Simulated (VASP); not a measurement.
# Input and output of a VASP r²SCAN single-point calculation on BiB (rocksalt)

INCAR

```
IBRION = -1
LREAL = .FALSE.
ENCUT = 520
EDIFF = 1E-7
METAGGA = R2SCAN
NELM = 120
NSW = 0
LCHARG = .FALSE.
NBANDS = 16
ISIF = 2
LWAVE = .FALSE.
PREC = Accurate
ALGO = Normal
SIGMA = 0.02
LASPH = .TRUE.
ISMEAR = -1
```

KPOINTS

```
KPOINTS created by Atomic Simulation Environment
0
Gamma
8 8 8
0 0 0
```

KPOINTS_OPT

```
special points
7
Reciprocal
0.0000000000 0.0000000000 0.0000000000 1
0.5000000000 0.0000000000 0.5000000000 1
0.5000000000 0.2500000000 0.7500000000 1
0.3750000000 0.3750000000 0.7500000000 1
0.5000000000 0.5000000000 0.5000000000 1
0.6250000000 0.2500000000 0.6250000000 1
0.1875000000 0.1875000000 0.3750000000 1
```

POSCAR

```
B  Bi
 1.0000000000000000
    -0.0000000000000000    2.6268329117435112    2.6268329117435112
     2.6268329117435112   -0.0000000000000000    2.6268329117435112
     2.6268329117435112    2.6268329117435112   -0.0000000000000000
 B   Bi
   1   1
Cartesian
 -0.0000000000000000  0.0000000000000000  0.0000000000000000
  2.6268329117435107  2.6268329117435107  2.6268329117435107
```

VASP ran with the recommended PBE PAW datasets (18 valence electrons in the cell).

OSZICAR

```
N       E                     dE             d eps       ncg     rms          rms(c)
DAV:   1     0.769305479853E+02    0.76931E+02   -0.10191E+04   928   0.139E+03
DAV:   2    -0.591502279802E+02   -0.13608E+03   -0.13134E+03  1024   0.352E+02
DAV:   3    -0.673077218471E+02   -0.81575E+01   -0.81071E+01  1184   0.834E+01
DAV:   4    -0.674944718048E+02   -0.18675E+00   -0.18671E+00  1192   0.133E+01
DAV:   5    -0.675007042832E+02   -0.62325E-02   -0.62323E-02  1296   0.214E+00    0.248E+00
DAV:   6    -0.633516508120E+02    0.41491E+01   -0.14786E+00  1120   0.190E+01    0.125E+00
DAV:   7    -0.633497257289E+02    0.19251E-02   -0.89880E-02  1200   0.202E+00    0.588E-01
DAV:   8    -0.633533702315E+02   -0.36445E-02   -0.82405E-03  1160   0.106E+00    0.226E-01
DAV:   9    -0.633546285928E+02   -0.12584E-02   -0.19542E-03  1072   0.415E-01    0.508E-02
DAV:  10    -0.633545595402E+02    0.69053E-04   -0.33288E-04  1248   0.265E-01    0.145E-02
DAV:  11    -0.633545576393E+02    0.19009E-05   -0.73761E-06  1176   0.322E-02    0.905E-03
DAV:  12    -0.633545573346E+02    0.30468E-06   -0.65825E-06  1232   0.356E-02    0.577E-04
DAV:  13    -0.633545573019E+02    0.32648E-07   -0.18493E-07  1072   0.425E-03
   1 F= -.63354557E+02 E0= -.63354362E+02  d E =-.391341E-03
       N       E                     dE             ncg
DAV:   1     0.362686472799E+03   -0.39985E+04      224
DAV:   2    -0.532445218425E+03   -0.89513E+03      240
DAV:   3    -0.586731954453E+03   -0.54287E+02      272
DAV:   4    -0.588038730660E+03   -0.13068E+01      320
DAV:   5    -0.588065651827E+03   -0.26921E-01      320
DAV:   6    -0.588066371637E+03   -0.71981E-03      336
DAV:   7    -0.588066377876E+03   -0.62387E-05      296
DAV:   8    -0.588066377952E+03   -0.76895E-07      256
```

From OUTCAR

```
k-points           NKPTS =     29   k-points in BZ     NKDIM =     29   number of bands    NBANDS=     16

   NELECT =      18.0000    total number of electrons

   dimension x,y,z NGX =    28 NGY =   28 NGZ =   28
   dimension x,y,z NGXF=    56 NGYF=   56 NGZF=   56

  energy-cutoff  :      520.00
  volume of cell :       36.25
      direct lattice vectors                 reciprocal lattice vectors
     0.000000000  2.626832912  2.626832912    -0.190343283  0.190343283  0.190343283
     2.626832912  0.000000000  2.626832912     0.190343283 -0.190343283  0.190343283
     2.626832912  2.626832912  0.000000000     0.190343283  0.190343283 -0.190343283

 k-points in reciprocal lattice and weights: KPOINTS created by Atomic Simulation Env
   0.00000000  0.00000000  0.00000000       0.002
   0.12500000  0.00000000  0.00000000       0.016
   0.25000000  0.00000000  0.00000000       0.016
   0.37500000  0.00000000  0.00000000       0.016
   0.50000000  0.00000000  0.00000000       0.008
   0.12500000  0.12500000  0.00000000       0.012
   0.25000000  0.12500000  0.00000000       0.047
   0.37500000  0.12500000  0.00000000       0.047
   ...

 E-fermi :   8.2886

 k-point     1 :       0.0000    0.0000    0.0000
  band No.  band energies     occupation
      1     -15.3561      2.00000
      2     -15.3561      2.00000
      3     -15.3561      2.00000
      4     -15.3282      2.00000
      5     -15.3282      2.00000
      6      -6.6463      2.00000
      7       8.1116      1.99971
      8       8.1116      1.99971
      9       8.1116      1.99971
     10       8.4343      0.00137
     11      15.2358      0.00000
     12      15.2358      0.00000
     13      15.2358      0.00000
     14      17.1824      0.00000
     15      17.1824      0.00000
     16      17.1824      0.00000

 k-point     2 :       0.1250    0.0000    0.0000
  band No.  band energies     occupation
      1     -15.3546      2.00000
      2     -15.3505      2.00000
      3     -15.3505      2.00000
      4     -15.3281      2.00000
      5     -15.3281      2.00000
      6      -6.3896      2.00000
      7       5.8088      2.00000
      8       8.1761      1.99279
      9       8.1761      1.99279
     10      10.0646      0.00000
     11      14.2048      0.00000
     12      14.2633      0.00000
     13      14.2633      0.00000
     14      16.4978      0.00000
     15      17.6846      0.00000
     16      17.6846      0.00000

 k-point     3 :       0.2500    0.0000    0.0000
  band No.  band energies     occupation
      1     -15.3584      2.00000
      2     -15.3584      2.00000
      3     -15.3514      2.00000
      4     -15.3064      2.00000
      5     -15.3064      2.00000
      6      -5.6334      2.00000
      7       3.1170      2.00000
      8       8.4049      0.00593
      9       8.4049      0.00593
     10      10.9129      0.00000
     11      12.5768      0.00000
     12      12.5768      0.00000
     13      12.8736      0.00000
     14      17.0823      0.00000
     15      18.9212      0.00000
     16      18.9212      0.00000

 k-point     4 :       0.3750    0.0000    0.0000
  band No.  band energies     occupation
      1     -15.3727      2.00000
      2     -15.3727      2.00000
      3     -15.3492      2.00000
      4     -15.2779      2.00000
      5     -15.2779      2.00000
      6      -4.4711      2.00000
      7       0.6529      2.00000
      8       8.8641      0.00000
      9       8.8641      0.00000
     10      11.0579      0.00000
     11      11.0579      0.00000
     12      11.1654      0.00000
     13      11.9575      0.00000
     14      18.6596      0.00000
     15      20.7578      0.00000
     16      20.7578      0.00000

 k-point     5 :       0.5000    0.0000    0.0000
  band No.  band energies     occupation
      1     -15.3789      2.00000
      2     -15.3789      2.00000
      3     -15.3484      2.00000
      4     -15.2658      2.00000
      5     -15.2658      2.00000
      6      -3.5919      2.00000
      7      -0.6813      2.00000
      8       9.3684      0.00000
      9       9.3684      0.00000
     10      10.1769      0.00000
     11      10.1769      0.00000
     12      11.3732      0.00000
     13      11.4683      0.00000
     14      19.8903      0.00000
     15      22.5030      0.00000
     16      22.5030      0.00000

 k-point     6 :       0.1250    0.1250    0.0000
  band No.  band energies     occupation
      1     -15.3629      2.00000
      2     -15.3426      2.00000
      3     -15.3403      2.00000
      4     -15.3403      2.00000
      5     -15.3213      2.00000
      6      -6.3037      2.00000
      7       6.0853      2.00000
      8       7.5482      2.00000
      9       7.5482      2.00000
     10      10.7002      0.00000
     11      12.6806      0.00000
     12      15.1605      0.00000
     13      15.1605      0.00000
     14      15.3243      0.00000
     15      18.6995      0.00000
     16      18.6995      0.00000

 k-point     7 :       0.2500    0.1250    0.0000
  band No.  band energies     occupation
      1     -15.3657      2.00000
      2     -15.3573      2.00000
      3     -15.3379      2.00000
      4     -15.3201      2.00000
      5     -15.3017      2.00000
      6      -5.7126      2.00000
      7       4.0623      2.00000
      8       7.2159      2.00000
      9       7.8232      2.00000
     10       9.8943      0.00000
     11      12.7100      0.00000
     12      14.2609      0.00000
     13      14.5600      0.00000
     14      15.6802      0.00000
     15      19.4161      0.00000
     16      20.0109      0.00000

 k-point     8 :       0.3750    0.1250    0.0000
  band No.  band energies     occupation
      1     -15.3788      2.00000
      2     -15.3512      2.00000
      3     -15.3502      2.00000
      4     -15.2980      2.00000
      5     -15.2742      2.00000
      6      -4.6732      2.00000
      7       1.5930      2.00000
      8       7.2849      2.00000
      9       8.3514      0.08269
     10       8.4356      0.00128
     11      12.9339      0.00000
     12      13.3038      0.00000
     13      13.7951      0.00000
     14      16.7570      0.00000
     15      20.5961      0.00000
     16      21.7121      0.00000

 k-point     9 :       0.5000    0.1250    0.0000
  band No.  band energies     occupation
      1     -15.3847      2.00000
      2     -15.3633      2.00000
      3     -15.3415      2.00000
      4     -15.2803      2.00000
      5     -15.2641      2.00000
      6      -3.5442      2.00000
      7      -0.2555      2.00000
      8       7.2116      2.00000
      9       7.8107      2.00000
     10       9.0362      0.00000
     11      12.0767      0.00000
     12      12.6495      0.00000
     13      13.8686      0.00000
     14      18.6175      0.00000
     15      21.5897      0.00000
     16      22.5852      0.00000

 k-point    10 :      -0.3750    0.1250    0.0000
  band No.  band energies     occupation
      1     -15.3778      2.00000
      2     -15.3660      2.00000
      3     -15.3408      2.00000
      4     -15.2786      2.00000
      5     -15.2749      2.00000
      6      -3.8670      2.00000
      7       0.1995      2.00000
      8       6.5057      2.00000
      9       8.7683      0.00000
     10       9.8527      0.00000
     11      11.0827      0.00000
     12      12.3550      0.00000
     13      14.2818      0.00000
     14      18.8715      0.00000
     15      20.3753      0.00000
     16      22.1741      0.00000

 k-point    11 :      -0.2500    0.1250    0.0000
  band No.  band energies     occupation
      1     -15.3627      2.00000
      2     -15.3572      2.00000
      3     -15.3469      2.00000
      4     -15.3096      2.00000
      5     -15.2859      2.00000
      6      -5.0630      2.00000
      7       2.3125      2.00000
      8       6.3411      2.00000
      9       9.5294      0.00000
     10      10.8703      0.00000
     11      10.8852      0.00000
     12      12.1948      0.00000
     13      14.5961      0.00000
     14      17.6088      0.00000
     15      18.6131      0.00000
     16      21.5317      0.00000

 k-point    12 :      -0.1250    0.1250    0.0000
  band No.  band energies     occupation
      1     -15.3540      2.00000
      2     -15.3499      2.00000
      3     -15.3424      2.00000
      4     -15.3384      2.00000
      5     -15.3083      2.00000
      6      -5.9655      2.00000
      7       4.4967      2.00000
      8       6.9217      2.00000
      9       8.9444      0.00000
     10      11.0325      0.00000
     11      12.4499      0.00000
     12      12.7830      0.00000
     13      14.6532      0.00000
     14      16.9104      0.00000
     15      17.6654      0.00000
     16      19.5850      0.00000

 ...

  Total        0.0112512      0.0112512      0.0112512      0.0000000      0.0000000     -0.0000000
  in kB        0.4972602      0.4972602      0.4972602      0.0000000      0.0000000     -0.0000000
  external PRESSURE =       0.4972602 kB  Pullay stress =       0.0000000 kB

 POSITION                                       TOTAL-FORCE (eV/Angst)
 -----------------------------------------------------------------------------------
      0.00000      0.00000      0.00000        -0.000000     -0.000000      0.000000
      2.62683      2.62683      2.62683         0.000000      0.000000     -0.000000
 -----------------------------------------------------------------------------------
    total drift:                                0.000000      0.000000      0.000000

  FREE ENERGIE OF THE ION-ELECTRON SYSTEM (eV)
  ---------------------------------------------------
  free  energy   TOTEN  =       -63.3545573019 eV

  energy  without entropy=      -63.3541659611  energy(sigma->0) =      -63.35436163
```

The gap between bands v and c is -4.42 eV (bands overlap: a metal), the least direct gap is 0.00 eV and the pressure is 0.0 GPa.

Band v is the last that the valence electrons fill when counted band by band, and c is the next.
